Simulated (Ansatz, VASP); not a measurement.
Two plane-wave programs on Mg2ZnS3

```
Mg Zn S
1.0
     3.51627    0.00000    0.00000
     0.00000    3.51627    0.00000
     0.00000    0.00000   11.25158
Mg Zn S
2 1 3
Direct
  0.50000 0.00000 0.60021
  0.00000 0.50000 0.39979
  0.50000 0.50000 0.00000
  0.50000 0.00000 0.37031
  0.00000 0.50000 0.62969
  0.00000 0.00000 0.00000
```

Change from the starting cell: species swapped into the Hf2GaSb3 type (P-4m2, No. 115).

Alike in both runs: functional PBE; k mesh 6 × 6 × 2; occupations gaussian, width 0.1 eV; no spin polarisation.

Ansatz relaxed the structure, and its values are those at the end. VASP's run is a single point on that final structure, the one shown.

```csv
,VASP,Ansatz
version,VASP 6.6.1,Ansatz 0.2.0
potentials or method,"VASP PAW PBE potentials, release 64 (Mg, Zn, S)","scalar-relativistic, plane waves, PAW"
plane-wave cutoff (eV),520,420
valence electrons in the cell,34,50
```

|  | VASP | Ansatz | Ansatz less VASP |
| --- | --- | --- | --- |
| gap on the k mesh at the Fermi level (eV) | none | none | - |
| pressure (GPa) | -0.1 | 0.0 | +0.10 |
| rms of the force components (eV/Å) | 0.006 | 0.001 | -0.0051 |

A gap of «none» marks a metal or a gap that the smearing closes. The two sets of potentials don't hold the same shells in valence.
